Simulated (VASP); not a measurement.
Output of a VASP run:

OSZICAR:
```
       N       E                     dE             d eps       ncg     rms          rms(c)
DAV:   1     0.489849398472E+03    0.48985E+03   -0.29548E+04    54   0.180E+03
DAV:   2    -0.145992851057E+02   -0.50445E+03   -0.49766E+03    57   0.506E+02
DAV:   3    -0.279337811950E+02   -0.13334E+02   -0.12956E+02    73   0.837E+01
DAV:   4    -0.281420376754E+02   -0.20826E+00   -0.20329E+00    62   0.830E+00
DAV:   5    -0.281894968452E+02   -0.47459E-01   -0.44967E-01    84   0.162E+00    0.203E+01
DAV:   6    -0.374413166261E+02   -0.92518E+01   -0.44498E+01    68   0.604E+01    0.291E+01
DAV:   7    -0.268069517638E+02    0.10634E+02   -0.34496E+01    54   0.291E+01    0.115E+01
DAV:   8    -0.279790075053E+02   -0.11721E+01   -0.36830E+00    62   0.129E+01    0.154E+01
DAV:   9    -0.266917005394E+02    0.12873E+01   -0.55090E+00    57   0.108E+01    0.680E+00
DAV:  10    -0.266371334597E+02    0.54567E-01   -0.33201E-01    81   0.334E+00    0.536E+00
DAV:  11    -0.266432646243E+02   -0.61312E-02   -0.68891E-02    62   0.286E+00    0.634E+00
DAV:  12    -0.266211096043E+02    0.22155E-01   -0.57277E-02    54   0.232E+00    0.512E+00
DAV:  13    -0.266032239732E+02    0.17886E-01   -0.48764E-03    73   0.535E-01    0.428E+00
DAV:  14    -0.265804126336E+02    0.22811E-01   -0.87458E-03    54   0.909E-01    0.599E-01
DAV:  15    -0.265800486528E+02    0.36398E-03   -0.82206E-04    65   0.248E-01    0.476E-01
DAV:  16    -0.265799411724E+02    0.10748E-03   -0.38311E-04    62   0.167E-01    0.430E-01
DAV:  17    -0.265798180815E+02    0.12309E-03   -0.11823E-04    54   0.116E-01    0.247E-01
DAV:  18    -0.265797672932E+02    0.50788E-04   -0.95036E-06    46   0.334E-02    0.717E-02
DAV:  19    -0.265797661684E+02    0.11248E-05   -0.62061E-07    27   0.801E-03    0.573E-02
DAV:  20    -0.265797640565E+02    0.21119E-05   -0.17069E-06    35   0.137E-02    0.252E-02
DAV:  21    -0.265797634747E+02    0.58180E-06   -0.21756E-07    27   0.550E-03
   1 F= -.26579763E+02 E0= -.26534960E+02  d E =-.896065E-01
```

File OUTCAR:
```
------------------------ aborting loop because EDIFF is reached ----------------------------------------
  FORCE on cell =-STRESS in cart. coord.  units (eV):
  Direction    XX          YY          ZZ          XY          YZ          ZX
  --------------------------------------------------------------------------------------
  Total       -4.8608134     -4.8608134     -4.8608134     -0.0000000     -0.0000000      0.0000000
  in kB     -124.6065912   -124.6065912   -124.6065912     -0.0000000     -0.0000000      0.0000000
  external PRESSURE =    -124.6065912 kB  Pullay stress =       0.0000000 kB
  volume of cell :       62.50
      direct lattice vectors                 reciprocal lattice vectors
     0.000000000  3.149799000  3.149799000    -0.158740288  0.158740288  0.158740288
     3.149799000  0.000000000  3.149799000     0.158740288 -0.158740288  0.158740288
     3.149799000  3.149799000  0.000000000     0.158740288  0.158740288 -0.158740288
 POSITION                                       TOTAL-FORCE (eV/Angst)
 -----------------------------------------------------------------------------------
      0.00000      0.00000      0.00000         0.000000     -0.000000      0.000000
      3.14980      3.14980      3.14980         0.000000     -0.000000      0.000000
      1.57490      1.57490      1.57490        -0.000000     -0.000000      0.000000
      4.72470      4.72470      4.72470        -0.000000      0.000000     -0.000000
 -----------------------------------------------------------------------------------
    total drift:                                0.000000      0.000000      0.000000
  FREE ENERGIE OF THE ION-ELECTRON SYSTEM (eV)
  ---------------------------------------------------
  free  energy   TOTEN  =       -26.5797634747 eV

  energy  without entropy=      -26.4901569878  energy(sigma->0) =      -26.53496023
```
(Selected blocks of OUTCAR.)

POSCAR:
```
Ru3C
1
    0.0000000000     3.1497990000     3.1497990000
    3.1497990000     0.0000000000     3.1497990000
    3.1497990000     3.1497990000     0.0000000000
C Ru
1 3
Direct
  0.0000000000   0.0000000000   0.0000000000
  0.5000000000   0.5000000000   0.5000000000
  0.2500000000   0.2500000000   0.2500000000
  0.7500000000   0.7500000000   0.7500000000
```

Problem. Reconstruct the remaining input files.

Solution. This is not unique; one that fits is the input of the run itself, PBE GGA, plane waves, VASP's PBE PAW potentials (set 64).

**INCAR**
```
ALGO = Normal
EDIFF = 1E-6
ENCUT = 520
GGA = PE
ISIF = 2
ISMEAR = 0
LASPH = .TRUE.
LCHARG = .FALSE.
LMAXMIX = 4
LREAL = .FALSE.
LWAVE = .FALSE.
NELM = 100
PREC = Accurate
SIGMA = 0.05
SYSTEM = Ru3C
```

KPOINTS:
```
Automatic mesh
0
Gamma
1 1 1
0 0 0
```

POTCAR, in this order: C Ru_pv (PBE.64 set). Program: vasp_std.

The structure was generated: Ru3C was put into the D03 type (Fm-3m), which need not be its known phase. The cell was not relaxed at this level. The k-mesh is coarse (spacing up to 1.73 per Å, 2π included), so the numbers may not be converged in it. The run is one of a series of settings (KPOINTS 1×1×1 Γ-centred mesh against the base run), some of them coarse on purpose.
